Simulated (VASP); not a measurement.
Consider the following.

```yaml
crystal:
  lattice:
    - [4.15730, 0.00000, 0.00000]
    - [0.00000, 4.15730, 0.00000]
    - [0.00000, 0.00000, 4.15730]
  atoms:
    - { symbol: Cs, position: [0.00000, 0.00000, 0.00000] }
    - { symbol: Cl, position: [0.50000, 0.50000, 0.50000] }
```

Computed with PBE GGA with D4 dispersion, VASP's PBE PAW potentials (set 64) (plane waves; VASP 6.6.1). Settings: 520 eV cut-off, 7×7×7 Γ-centred mesh, Gaussian smearing of 0.050 eV, potentials Cs_sv Cl.

**Question.** Give the energy at these volumes per atom, relative to the lowest: 33.65, 34.72, 35.80, 36.87, 37.94 Å³.

**Answer.** 8.3, 2.1, 0.0, 1.1, 5.1 meV/atom. A third-order Birch-Murnaghan fit gives B0 = 16.2 GPa and B0′ = 5.2.

The compound is CsCl in the CsCl type structure. It was relaxed first.
